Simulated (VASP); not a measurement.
Data:

```
GaP
1.0
    0.00000     2.73578     2.73578
    2.73578     0.00000     2.73578
    2.73578     2.73578     0.00000
Ga P
1 1
Direct
  0.00000   0.00000   0.00000
  0.25000   0.25000   0.25000
```

These are optB86b-vdW, VASP's PBE PAW potentials (set 64) (plane waves; VASP) values and carry that method's errors. Run with 520 eV cut-off, Gaussian smearing of 0.050 eV, potentials Ga_d P.

Task: What does the run give for the band gap (along the path) with the smallest direct gap where there is one?

Result: 
```
Property                               Result
------------------------------------  -------
band gap (along the path)             1.59 eV
smallest direct gap (along the path)  1.68 eV
```

Total energies compare only between runs with the same potentials, cut-off and functional.

The compound is GaP in the zinc blende structure. It was relaxed first.
